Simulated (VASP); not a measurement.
Here is a VASP 6.6.1 calculation.

INCAR

```
ALGO     = Normal         # electronic algorithm
EDIFF    = 1E-7           # SCF threshold, eV
EDIFFG   = -0.005         # ionic threshold
ENCUT    = 600            # plane-wave cutoff, eV
GGA      = PE             # functional
IBRION   = 2              # ionic algorithm
ISIF     = 3              # what is computed and relaxed
ISMEAR   = 0              # smearing method
LASPH    = T              # aspherical terms in the spheres
LCHARG   = F              # write CHGCAR
LREAL    = F              # projectors in reciprocal space
LUSENCCL = F            
LWAVE    = F              # write WAVECAR
NELM     = 80             # most SCF steps
NSW      = 90             # ionic steps
PREC     = Accurate       # precision mode
SIGMA    = 0.03           # smearing width, eV
```

Contents of KPOINTS:

```
k-points
0
Gamma
  6 6 6
```

File POSCAR:

```
ScAl3N4                                 
1.0
   -0.0000000000      0.0000000000     -5.0507043430
    3.2544266196      5.6368322671      0.0000000000
    3.2251358809     -5.6199212513      0.0000000000
  Sc              Al              N             
     2     6     8
Direct
     0.0101127633373497    0.1611490395132925    0.3222980690266030
     0.5101127633373497    0.3388509604867075    0.6777019309733970
     0.0015065098533423    0.1643092839117637    0.8352378178732888
     0.0054572759740579    0.6651342772031767    0.3302685444063535
     0.0015065098533423    0.6709285439615137    0.8352378178732974
     0.5015065098533423    0.3356907160882363    0.1647621821267112
     0.5054572759740580    0.8348657227968233    0.6697314555936464
     0.5015065098533423    0.8290714560384863    0.1647621821267025
     0.5873410470863921    0.1585913260085197    0.3171826420169899
     0.6259935356301127    0.1543209897850355    0.8454330432426681
     0.6220888226352800    0.6674630642385913    0.3349261184771891
     0.6259935356301127    0.6911120634576243    0.8454330432426673
     0.0873410470863923    0.3414086739914803    0.6828173579830099
     0.1259935356301125    0.3456790102149645    0.1545669567573319
     0.1220888226352801    0.8325369357614087    0.6650738815228106
     0.1259935356301125    0.8088879365423757    0.1545669567573327
```

Potentials or basis: VASP PAW PBE potentials, release 64 (Sc_sv, Al, N).

Run with:

```sh
$ cat potpaw_PBE.64/Sc_sv/POTCAR potpaw_PBE.64/Al/POTCAR potpaw_PBE.64/N/POTCAR > POTCAR
$ mpirun -np 1 vasp_std > vasp.out
```

Predict the band gap on the k mesh.

3.65 eV, indirect (least direct gap 3.70 eV).

Forces in eV/Å, atoms in the order of the input:
```
Sc  -0.002  0.001  0.004
Sc   0.002 -0.001  0.004
Al  -0.003  0.000  0.001
Al  -0.002  0.001  0.001
Al  -0.001  0.002  0.001
Al   0.003  0.000  0.001
Al   0.002 -0.001  0.001
Al   0.001 -0.002  0.001
N    0.000  0.000  0.001
N    0.000  0.002 -0.004
N    0.002 -0.001 -0.002
N   -0.001 -0.001 -0.004
N    0.000  0.000  0.001
N    0.000 -0.002 -0.004
N   -0.002  0.001 -0.002
N    0.001  0.001 -0.004
```

A k mesh can miss the band edges. PBE gaps usually lie below the measured ones, often by a third to a half.
